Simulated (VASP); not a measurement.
Calculation: PBEsol GGA, VASP's PBE PAW potentials (set 64) (plane waves; VASP 6.6.1).

A VASP calculation is set up with these files.

INCAR:
```
SYSTEM = FePt
PREC = Accurate
ENCUT = 520
EDIFF = 1E-6
NELM = 100
ALGO = Normal
LREAL = .FALSE.
LASPH = .TRUE.
ISMEAR = 1
SIGMA = 0.1
GGA = PS
LMAXMIX = 6
ISPIN = 2
MAGMOM = 2.9 0.3
LORBIT = 10
LWAVE = .FALSE.
LCHARG = .FALSE.
IBRION = 2
ISIF = 3
NSW = 60
EDIFFG = -0.01
```

File POSCAR:
```
FePt
1.0
  2.6863434090   0.0000000000   0.0000000000
  0.0000000000   2.6863434090   0.0000000000
  0.0000000000   0.0000000000   3.7142809234
Fe Pt
1 1
Direct
  0.0000000000   0.0000000000   0.0000000000
  0.5000000000   0.5000000000   0.5000000000
```

**KPOINTS**
```
Automatic mesh
0
Gamma
12 12 9
0 0 0
```

POTCAR, in this order: Fe Pt (PBE.64 set). Program: vasp_std.

The run wrote:

OSZICAR:
```
       N       E                     dE             d eps       ncg     rms          rms(c)
DAV:   1     0.907416384024E+02    0.90742E+02   -0.87670E+03  8680   0.134E+03
DAV:   2    -0.146680970052E+02   -0.10541E+03   -0.94535E+02  8652   0.258E+02
DAV:   3    -0.179074003213E+02   -0.32393E+01   -0.31477E+01 10465   0.544E+01
DAV:   4    -0.179422285225E+02   -0.34828E-01   -0.34793E-01  9607   0.475E+00
DAV:   5    -0.179431340129E+02   -0.90549E-03   -0.90546E-03 11140   0.888E-01    0.181E+01
DAV:   6    -0.189148849591E+02   -0.97175E+00   -0.14105E+01  9143   0.846E+01    0.232E+01
DAV:   7    -0.164588467349E+02    0.24560E+01   -0.10830E+01 10782   0.835E+01    0.913E+00
DAV:   8    -0.163756286188E+02    0.83218E-01   -0.53061E-01 10228   0.113E+01    0.458E+00
DAV:   9    -0.163001576441E+02    0.75471E-01   -0.16618E-01 12131   0.831E+00    0.191E+00
DAV:  10    -0.162884391518E+02    0.11718E-01   -0.34424E-02 12833   0.359E+00    0.782E-01
DAV:  11    -0.162881199881E+02    0.31916E-03   -0.46570E-03 11451   0.114E+00    0.323E-01
DAV:  12    -0.162881990047E+02   -0.79017E-04   -0.51063E-04 11501   0.344E-01    0.961E-02
DAV:  13    -0.162882187329E+02   -0.19728E-04   -0.86630E-05 10503   0.112E-01    0.428E-02
DAV:  14    -0.162882089561E+02    0.97768E-05   -0.12219E-05 11604   0.743E-02    0.126E-02
DAV:  15    -0.162882087011E+02    0.25500E-06   -0.95285E-07  5302   0.208E-02
   1 F= -.16288209E+02 E0= -.16288127E+02  d E =-.162882E+02  mag=     3.2000
```

**OUTCAR**
```
------------------------ aborting loop because EDIFF is reached ----------------------------------------
  FORCE on cell =-STRESS in cart. coord.  units (eV):
  Direction    XX          YY          ZZ          XY          YZ          ZX
  --------------------------------------------------------------------------------------
  Total        0.0019662      0.0019662      0.0004263      0.0000000      0.0000000     -0.0000000
  in kB        0.1175302      0.1175302      0.0254811      0.0000000      0.0000000     -0.0000000
  external PRESSURE =       0.0868472 kB  Pullay stress =       0.0000000 kB
  volume of cell :       26.80
      direct lattice vectors                 reciprocal lattice vectors
     2.686343409  0.000000000  0.000000000     0.372253226  0.000000000  0.000000000
     0.000000000  2.686343409  0.000000000     0.000000000  0.372253226  0.000000000
     0.000000000  0.000000000  3.714280923     0.000000000  0.000000000  0.269231116
 POSITION                                       TOTAL-FORCE (eV/Angst)
 -----------------------------------------------------------------------------------
      0.00000      0.00000      0.00000         0.000000      0.000000      0.000000
      1.34317      1.34317      1.85714         0.000000      0.000000      0.000000
 -----------------------------------------------------------------------------------
    total drift:                               -0.000000      0.000000      0.000000
  FREE ENERGIE OF THE ION-ELECTRON SYSTEM (eV)
  ---------------------------------------------------
  free  energy   TOTEN  =       -16.2882087011 eV

  energy  without entropy=      -16.2879648285  energy(sigma->0) =      -16.28812741

 total charge

# of ion       s       p       d       tot
------------------------------------------
    1        0.423   0.478   6.150   7.051
    2        0.723   0.704   8.064   9.491
--------------------------------------------------
tot          1.146   1.182  14.214  16.542

 magnetization (x)

# of ion       s       p       d       tot
------------------------------------------
    1        0.003  -0.007   2.856   2.852
    2       -0.025  -0.066   0.404   0.312
--------------------------------------------------
tot         -0.022  -0.073   3.260   3.165

 reached required accuracy - stopping structural energy minimisation
```
(Selected blocks of OUTCAR.)

### OUTCAR
```
 val. band max:        8.8913126090   @ k =   0.4167   0.3333   0.0000

 cond. band min:       8.8947295512   @ k =   0.3333   0.1667   0.2222


 Fermi energy:         8.8947187734

 spin component 1

 k-point     1 :       0.0000    0.0000    0.0000
  band No.  band energies     occupation
      1      -0.9690      1.00000
      2       2.3439      1.00000
      3       2.4906      1.00000
      4       5.4629      1.00000
      5       5.4629      1.00000
      6       5.9633      1.00000
      7       6.9253      1.00000
      8       7.0457      1.00000
      9       8.4951      1.00000
     10       8.6396      1.00092
     11       8.6396      1.00092
     12      10.9996      0.00000
     13      18.8039      0.00000
     14      20.8951      0.00000
     15      20.8951      0.00000

 k-point     2 :       0.0833    0.0000    0.0000
  band No.  band energies     occupation
      1      -0.7809      1.00000
      2       2.4464      1.00000
      3       2.6217      1.00000
      4       5.3767      1.00000
      5       5.5173      1.00000
      6       6.0145      1.00000
      7       6.8771      1.00000
      8       7.0456      1.00000
      9       8.0224      1.00000
     10       8.3211      1.00000
     11       8.5902      1.00007
     12      11.7946      0.00000
     13      18.6422      0.00000
     14      20.0044      0.00000
     15      21.2459      0.00000

 k-point     3 :       0.1667    0.0000    0.0000
  band No.  band energies     occupation
      1      -0.2469      1.00000
      2       2.6797      1.00000
      3       3.0538      1.00000
      4       5.1279      1.00000
      5       5.6767      1.00000
      6       6.1167      1.00000
      7       6.7468      1.00000
      8       7.0639      1.00000
      9       7.0949      1.00000
     10       7.8803      1.00000
     11       8.4445      1.00000
     12      13.3003      0.00000
     13      17.3995      0.00000
...
```

Unless said otherwise, spin-orbit coupling is left out, though it shifts the bands of the heavy elements here.

The compound is FePt in the L1_0 structure. It was relaxed first. The start is the result of an earlier pass.
